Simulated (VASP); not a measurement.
Input:

```yaml
crystal:
  lattice:
    - [2.92308, 0.00000, 0.00000]
    - [0.00000, 2.92308, 0.00000]
    - [0.00000, 0.00000, 2.92308]
  atoms:
    - { symbol: Cr, position: [0.00000, 0.00000, 0.00000], spin: 2.7 }
    - { symbol: Cr, position: [0.50000, 0.50000, 0.50000], spin: -2.7 }
```

The numbers are results of r2SCAN+rVV10, VASP's PBE PAW potentials (set 64) (plane waves; VASP), not measurements. Settings: 520 eV cut-off, 12×12×12 Γ-centred mesh, first-order Methfessel-Paxton smearing of 0.10 eV, potentials Cr_pv.

**Question.** The job: Cr (bcc, AFM order), 2 atoms, r2SCAN+rVV10, static run, 520 eV, 12×12×12 Γ-centred mesh. Roughly how much core time does it take on a busy server core?

**Answer.** About 4 core-minutes (one run on a shared machine, a rough figure). It had 84 irreducible k-points, 16 bands, up to 693 plane waves and 20 electronic steps.

The compound is Cr in the bcc, AFM order structure. This cell is one point of a volume scan, at 0.97 of the reference volume.
